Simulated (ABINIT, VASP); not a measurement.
Input for VASP

### INCAR
```
ALGO = Normal
EDIFF = 1E-6
ENCUT = 300
GGA = PS
ISIF = 2
ISMEAR = 0
LASPH = .TRUE.
LCHARG = .FALSE.
LMAXMIX = 6
LREAL = .FALSE.
LWAVE = .FALSE.
NELM = 100
PREC = Accurate
SIGMA = 0.1
SYSTEM = HgPPd5
```

KPOINTS:
```
Automatic mesh
0
Gamma
5 5 3
0 0 0
```

**POSCAR**
```
HgPPd5
1
    4.0180250000     0.0000000000     0.0000000000
    0.0000000000     4.0180250000     0.0000000000
    0.0000000000     0.0000000000     7.1805390000
Hg P Pd
1 1 5
Direct
  0.5000000000   0.5000000000   0.0000000000
  0.0000000000   0.0000000000   0.5000000000
  0.0000000000   0.5000000000   0.3028900000
  0.0000000000   0.5000000000   0.6971100000
  0.5000000000   0.0000000000   0.3028900000
  0.5000000000   0.0000000000   0.6971100000
  0.0000000000   0.0000000000   0.0000000000
```

POTCAR, in this order: Hg P Pd (PBE.64 set). Program: vasp_std.

Question: Write an input for ABINIT that does the same calculation.

Answer: One input that does it (PBEsol, PAW (JTH v2.0 PBE PAW, files made for PBE)):
```
# HgPPd5, JTH v2.0 PBE PAW
pp_dirpath "./"
pseudos "Hg.GGA_PBE-JTH.xml, P.GGA_PBE-JTH.xml, Pd.GGA_PBE-JTH.xml"
acell 4.0180250000 4.0180250000 7.1805390000 Angstrom
rprim
         1.0000000000    0.0000000000    0.0000000000
         0.0000000000    1.0000000000    0.0000000000
         0.0000000000    0.0000000000    1.0000000000
natom 7
ntypat 3
znucl 80 15 46
typat 1 2 3 3 3 3 3
xred
         0.5000000000    0.5000000000    0.0000000000
         0.0000000000    0.0000000000    0.5000000000
         0.0000000000    0.5000000000    0.3028900000
         0.0000000000    0.5000000000    0.6971100000
         0.5000000000    0.0000000000    0.3028900000
         0.5000000000    0.0000000000    0.6971100000
         0.0000000000    0.0000000000    0.0000000000
ecut 24
pawecutdg 48
pawxcdev 0
ixc -116133
occopt 7
tsmear 0.1 eV
nband 67
kptopt 1
ngkpt 5 5 3
nshiftk 1
shiftk 0 0 0
nstep 100
tolvrs 1.0e-12
prtwf 0
prtden 0
```
Both inputs were run and reached self-consistency, which says nothing on mesh or cut-off. Potentials, basis and cut-offs are each code's own, so they don't translate, and total energies aren't comparable.

The structure comes from a computed database's HgPPd5 entry (P4/mmm); how it stands against other phases isn't given here. The cell was not relaxed at this level, and it may have been scaled.
